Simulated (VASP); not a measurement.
Output of a VASP run:

### OSZICAR
```
...
DAV:   5    -0.101497667620E+02   -0.17619E-02   -0.17618E-02  1110   0.115E+00    0.468E+00
DAV:   6    -0.987233422376E+01    0.27743E+00   -0.45778E-01  1452   0.160E+01    0.300E+00
DAV:   7    -0.982106954624E+01    0.51265E-01   -0.12697E-01  1308   0.329E+00    0.110E+00
DAV:   8    -0.981794072489E+01    0.31288E-02   -0.14931E-02  1065   0.188E+00    0.230E-01
DAV:   9    -0.981804760940E+01   -0.10688E-03   -0.12712E-03  1275   0.637E-01    0.665E-02
DAV:  10    -0.981805182493E+01   -0.42155E-05   -0.78390E-05  1172   0.928E-02    0.230E-02
DAV:  11    -0.981807348461E+01   -0.21660E-04   -0.23022E-05  1035   0.594E-02    0.473E-03
DAV:  12    -0.981807343620E+01    0.48409E-07   -0.13655E-06   800   0.201E-02
   1 F= -.52572694E+01 E0= -.52572694E+01  d E =-.525727E+01
       N       E                     dE             d eps       ncg     rms          rms(c)
DAV:   1    -0.139963117126E+02   -0.41782E+01   -0.51608E+01  1225   0.145E+02    0.145E+01
DAV:   2    -0.984601111609E+01    0.41503E+01   -0.11493E+01  1180   0.161E+02    0.512E+00
DAV:   3    -0.916992028476E+01    0.67609E+00   -0.54784E-01  1019   0.845E+00    0.232E+00
DAV:   4    -0.900272381740E+01    0.16720E+00   -0.80077E-02  1361   0.313E+00    0.973E-01
DAV:   5    -0.899446352394E+01    0.82603E-02   -0.16915E-02  1407   0.218E+00    0.300E-01
DAV:   6    -0.899196276310E+01    0.25008E-02   -0.38584E-03  1076   0.768E-01    0.538E-02
DAV:   7    -0.899190602888E+01    0.56734E-04   -0.93004E-05  1383   0.167E-01    0.373E-02
DAV:   8    -0.899190992684E+01   -0.38980E-05   -0.87086E-06  1275   0.459E-02    0.477E-03
DAV:   9    -0.899190999582E+01   -0.68985E-07   -0.24551E-07   575   0.748E-03
   2 F= -.51475103E+01 E0= -.51475103E+01  d E =0.109759E+00
       N       E                     dE             d eps       ncg     rms          rms(c)
DAV:   1    -0.111989428250E+02   -0.22070E+01   -0.22232E+01  1235   0.133E+02    0.738E+00
DAV:   2    -0.997152961402E+01    0.12274E+01   -0.18735E+00  1160   0.327E+01    0.349E+00
DAV:   3    -0.963353497001E+01    0.33799E+00   -0.48916E-01  1225   0.177E+01    0.669E-01
DAV:   4    -0.960548146642E+01    0.28054E-01   -0.61355E-02  1093   0.543E+00    0.298E-01
DAV:   5    -0.960229615305E+01    0.31853E-02   -0.50913E-03  1222   0.155E+00    0.200E-01
DAV:   6    -0.960173463114E+01    0.56152E-03   -0.12829E-03  1080   0.806E-01    0.760E-02
DAV:   7    -0.960165790133E+01    0.76730E-04   -0.46158E-04  1230   0.625E-01    0.386E-02
DAV:   8    -0.960166468324E+01   -0.67819E-05   -0.54660E-05   980   0.745E-02    0.218E-02
DAV:   9    -0.960166210638E+01    0.25769E-05   -0.66538E-06  1131   0.716E-02    0.838E-03
DAV:  10    -0.960166215508E+01   -0.48705E-07   -0.97030E-07   510   0.186E-02
   3 F= -.53383181E+01 E0= -.53383181E+01  d E =-.810488E-01
       N       E                     dE             d eps       ncg     rms          rms(c)
DAV:   1    -0.959367592758E+01    0.79862E-02   -0.80605E-03  1230   0.217E+00    0.153E-01
DAV:   2    -0.959316595049E+01    0.50998E-03   -0.91296E-04  1160   0.917E-01    0.674E-02
DAV:   3    -0.959304421914E+01    0.12173E-03   -0.12210E-04  1225   0.285E-01    0.172E-02
DAV:   4    -0.959303220579E+01    0.12013E-04   -0.16025E-05  1162   0.623E-02    0.621E-03
DAV:   5    -0.959303108370E+01    0.11221E-05   -0.62599E-07   490   0.131E-02    0.220E-03
DAV:   6    -0.959303111714E+01   -0.33439E-07   -0.23088E-07   455   0.737E-03
   4 F= -.53383831E+01 E0= -.53383831E+01  d E =-.811137E-01
```

OUTCAR:
```
------------------------ aborting loop because EDIFF is reached ----------------------------------------
  FORCE on cell =-STRESS in cart. coord.  units (eV):
  Direction    XX          YY          ZZ          XY          YZ          ZX
  --------------------------------------------------------------------------------------
  Total        4.2622327      4.2622327      4.2622327      0.0000000      0.0000000      0.0000000
  in kB      200.3565362    200.3565362    200.3565362      0.0000000      0.0000000      0.0000000
  external PRESSURE =       0.3565362 kB  Pullay stress =     200.0000000 kB
  volume of cell :       34.08
      direct lattice vectors                 reciprocal lattice vectors
    -0.000000000  2.573384868  2.573384868    -0.194296627  0.194296627  0.194296627
     2.573384868  0.000000000  2.573384868     0.194296627 -0.194296627  0.194296627
     2.573384868  2.573384868 -0.000000000     0.194296627  0.194296627 -0.194296627
  FREE ENERGIE OF THE ION-ELECTRON SYSTEM (eV)
  ---------------------------------------------------
  free  energy   TOTEN  =        -9.5930311171 eV

  energy  without entropy=       -9.5930311171  energy(sigma->0) =       -9.59303112
  enthalpy is  TOTEN    =        -5.3383830947 eV   P V=        4.2546480225

 reached required accuracy - stopping structural energy minimisation
```
(Selected blocks of OUTCAR.)

### POSCAR
```
GaP
1
    0.0000000000     2.6336860449     2.6336860449
    2.6336860449     0.0000000000     2.6336860449
    2.6336860449     2.6336860449     0.0000000000
Ga P
1 1
Direct
  0.0000000000   0.0000000000   0.0000000000
  0.2500000000   0.2500000000   0.2500000000
```

Write an INCAR and KPOINTS that could have produced this output.

One answer among several that fit: the input of the run itself, PBEsol GGA, plane waves, VASP's PBE PAW potentials (set 64).

**INCAR**
```
SYSTEM  =  GaP
PREC  =  Accurate; ENCUT  =  500; LREAL  =  .FALSE.
LASPH  =  .TRUE.
EDIFF  =  1E-6; NELM  =  100; ALGO  =  Normal
LMAXMIX  =  4
ISMEAR  =  0; SIGMA  =  0.05
GGA  =  PS
IBRION  =  2; NSW  =  40; ISIF  =  3
EDIFFG  =  -0.02; PSTRESS  =  200
LWAVE  =  .FALSE.; LCHARG  =  .FALSE.
```

File KPOINTS:
```
Automatic mesh
0
Gamma
9 9 9
0 0 0
```

POTCAR, in this order: Ga_d P (PBE.64 set). Program: vasp_std.

Energy and stress use the plane-wave basis of the starting cell.

The structure was generated: GaP was put into the zinc blende type (F-43m), which need not be its known phase. This run relaxes it under an external pressure of 20 GPa. Symmetry was kept, so distortions that lower it aren't found.
